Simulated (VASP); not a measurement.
# AgCl: structure and properties in VASP, part 4 of 4

Aim: relax AgCl, then compute properties on the relaxed cell. The start is a computed cell from the Materials Project.

VASP 6.6.1; LDA; plane waves and PAW (Ag, Cl).

Still holding for the runs below: Spin-orbit coupling is off here; it would split degenerate levels.

So far, gap on the k-mesh (eV): step 2 (relaxing cell and atoms (LDA)) 0.750; step 3 (second relaxation) 0.750; step 6 (total and projected DOS (LDA)) 0.694; step 7 (core levels (LDA)) 0.750; step 8 (electric field gradients (LDA)) 0.750. The relaxed cell has a = 5.350 Å (conventional setting).

### 9. Optical spectrum (LDA)

LOPTICS sums transitions from filled to empty bands. The mesh is finer than in the run before. NBANDS is raised for it.

Contents of INCAR:

```
SYSTEM = AgCl
PREC = Accurate
ENCUT = 400
EDIFF = 1E-06
NELM = 100
ISMEAR = 0
SIGMA = 0.05
LREAL = .FALSE.
ALGO = Normal
GGA = CA
NBANDS = 25
LASPH = .TRUE.
LORBIT = 11
LWAVE = .FALSE.
LCHARG = .FALSE.
KPAR = 2
LOPTICS = .TRUE.
NEDOS = 1500
CSHIFT = 0.1
```

Contents of POSCAR:

```
AgCl
1.0
    0.0000000000      2.6748223195      2.6748223195
    2.6748223195      0.0000000000      2.6748223195
    2.6748223195      2.6748223195      0.0000000000
Ag Cl
1 1
Direct
    0.0000000000      0.0000000000      0.0000000000
    0.5000000000      0.5000000000      0.5000000000
```

Contents of KPOINTS:

```
Automatic mesh
0
Gamma
11 11 11
0 0 0
```

The projector-augmented-wave data sets are Ag and Cl (LDA family, release 64).

Launch:

```console
$ mpirun -np 2 vasp_std
```

What it wrote:

```text
[... set-up lines as in an earlier step ...]
 entering main loop
       N       E                     dE             d eps       ncg     rms          rms(c)
DAV:   1     0.952441235110E+02    0.95244E+02   -0.67598E+03  2840   0.531E+02
DAV:   2    -0.325805831635E+01   -0.98502E+02   -0.88943E+02  3467   0.160E+02
DAV:   3    -0.692809068489E+01   -0.36700E+01   -0.36432E+01  3448   0.312E+01
DAV:   4    -0.694826565717E+01   -0.20175E-01   -0.20172E-01  3285   0.249E+00
DAV:   5    -0.694846722859E+01   -0.20157E-03   -0.20157E-03  3506   0.238E-01    0.858E+00
DAV:   6    -0.680350978335E+01    0.14496E+00   -0.81606E-02  3418   0.433E+00    0.554E+00
DAV:   7    -0.679481969195E+01    0.86901E-02   -0.31944E-02  3283   0.866E-01    0.223E+00
DAV:   8    -0.679286246948E+01    0.19572E-02   -0.20353E-03  3339   0.292E-01    0.145E-01
DAV:   9    -0.679278725667E+01    0.75213E-04   -0.18761E-04  3256   0.113E-01    0.278E-02
DAV:  10    -0.679278885464E+01   -0.15980E-05   -0.57066E-06  3340   0.211E-02    0.177E-02
DAV:  11    -0.679278992887E+01   -0.10742E-05   -0.14325E-06  3311   0.715E-03    0.343E-03
DAV:  12    -0.679278992200E+01    0.68765E-08   -0.36473E-08  1596   0.104E-03
   1 F= -.67927899E+01 E0= -.67927899E+01  d E =-.455907E-11
 optical routines
 imaginary and real dielectric function
 recalculating local potential from charge density
 direction            1
 direction            2
 direction            3
```

Run time: 39 s. Hardware: 2 MPI ranks of AMD EPYC 7R43, shared host; peak memory 0.32 GiB.

Parts of OUTCAR (step 9):

```text
   k-points           NKPTS =     56   k-points in BZ     NKDIM =     56   number of bands    NBANDS=     25

   NELECT =      18.0000    total number of electrons

 E-fermi :   5.2281

 k-point     1 :       0.0000    0.0000    0.0000
  band No.  band energies     occupation
    ...
      5       2.0787      2.00000
      6       2.0787      2.00000
      7       2.2863      2.00000
      8       2.2863      2.00000
      9       2.2863      2.00000
     10       5.7086      0.00000
     11      15.7623      0.00000
     12      15.7623      0.00000
     13      15.7623      0.00000
     14      16.9121      0.00000
    ...

  Total        0.0015740      0.0015740      0.0015740      0.0000000      0.0000000     -0.0000000
  in kB        0.0658874      0.0658874      0.0658874      0.0000000      0.0000000     -0.0000000
  external PRESSURE =       0.0658874 kB  Pullay stress =       0.0000000 kB

  FREE ENERGIE OF THE ION-ELECTRON SYSTEM (eV)
  ---------------------------------------------------
  free  energy   TOTEN  =        -6.7927899220 eV

  energy  without entropy=       -6.7927899220  energy(sigma->0) =       -6.79278992

 plasma frequency squared (from intraband transitions) (eV^2)
  --------------------------------------------------------------------------------------
       0.000       0.000      -0.000
       0.000       0.000       0.000
      -0.000       0.000       0.000

[... 9 parts as in an earlier step ...]

[... 8 further parts left out ...]
```

These are independent-particle spectra without excitons or local fields, and fine structure depends on the mesh and on CSHIFT.

This step gave:

| Quantity | Value |
| --- | --- |
| bands | 25 |
| irreducible k-points | 56 |
| free energy (TOTEN) | -6.793 eV |
| Fermi energy | 5.228 eV |
| pressure | 0.006589 GPa |
| valence top at k | 0.4545, 0, 0 |
| least direct gap at k | -0.09091, 0.09091, 0 |
| gap on the k-mesh | 0.6937 eV |
| least direct gap on the k-mesh | 3.272 eV |

The imaginary dielectric function, xx has structure finer than the step of the table below, so its rows give means over 1 eV, whole bins alone (the curve runs from 0 to 25.0 eV). Peaks (eV: height): 4.7: 9.95, 6.3: 5.98, 8.2: 5.86, 10.3: 5.04.

Imaginary dielectric function, xx against photon energy; means over each step:

photon energy (eV), imaginary dielectric function, xx and a bar:
```
        1       0.04 
        2       0.11 
        3       1.13 ####
        4       5.19 ####################
        5       7.96 ##############################
        6       4.92 ##################
        7       3.80 ##############
        8       4.65 #################
        9       5.18 ###################
       10       4.19 ################
       11       3.30 ############
       12       2.97 ###########
       13       2.53 #########
       14       1.60 ######
       15       1.23 #####
       16       1.30 #####
       17       1.07 ####
       18       0.95 ###
       19       1.11 ####
       20       1.00 ####
       21       0.89 ###
       22       0.72 ###
       23       0.62 ##
       24       0.53 ##
```

Table of real dielectric function, xx by photon energy:

photon energy (eV), real dielectric function, xx and a bar from the least value:
```
        0        5.9 #####################
        1        6.1 ######################
        2        6.7 #######################
        3        8.9 ##############################
        4        8.5 #############################
        5        3.4 #############
        6        2.5 ###########
        7        2.9 ############
        8        3.6 ##############
        9        0.6 #####
       10        0.7 #####
       11       -0.9 
       12        0.0 ###
       13       -1.0 
       14       -0.5 #
       15       -0.3 ##
       16        0.0 ###
       17       -0.2 ##
       18        0.2 ####
       19        0.2 ####
       20        0.2 ####
       21        0.2 ###
       22        0.2 ###
       23        0.2 ####
       24        0.2 ####
```

This mesh misses the point of the least direct gap (3.17 eV in the band run), so the true onset lies lower. The mean of ε2 over directions passes 5 % of its top at 2.98 eV, against a least direct gap of 3.27 eV on this mesh; what lies under the gap is the tail of the broadening by CSHIFT. The indirect gap (0.65 eV in the band run) doesn't show, since phonons are left out.

### 10. What came out

```json
{
  "relaxed volume": "19.14 Å³/atom",
  "relaxed conventional cell a, b, c": "5.350, 5.350, 5.350 Å",
  "space group after relaxing, within 0.02 Å": "Fm-3m (No. 225)",
  "band gap": "0.654 eV, indirect (least direct gap of that run 3.17 eV)",
  "gap among the points of the DOS mesh alone, an upper bound": "0.694 eV",
  "shallowest level of the frozen cores": "Ag1 4p, 53.4 eV deep",
  "largest field gradient Vzz": "zero within the noise on all sites",
  "strongest peak of ε2, mean over directions": "4.74 eV",
  "ε1 at zero frequency, no local fields, mean": "5.95"
}
```

What this shows: With LDA, AgCl relaxes to 19.14 Å³/atom in space group Fm-3m (held by the symmetry of the run) and has an indirect gap of 0.654 eV. Bands along the symmetry lines (LDA): The path shows an indirect gap of 0.65 eV (valence top at L, conduction bottom at Γ). The least direct gap is 3.17 eV. Semilocal functionals usually underestimate gaps. Spin-orbit coupling is left out; it would split some degenerate bands. No search among competing phases was made, and a listed structure need not be the one stable at ambient conditions. All values are for a static lattice at zero temperature.

[Lines on the potential files, build, host, timing and source positions are cut from VASP's logs without a mark.]

[Logs are printed without paths, hosts, clocks, repeated set-up lines and the standing remarks that a program may print on its own settings, such as how far it seeks lower states.]

[Hosts, paths, dates, database ids (printed as entryN), source tags and the programs' standing remarks are cut or masked in the printed files.]

[A measured line is paired with the nearest computed mode of its activity, which favours agreement.]
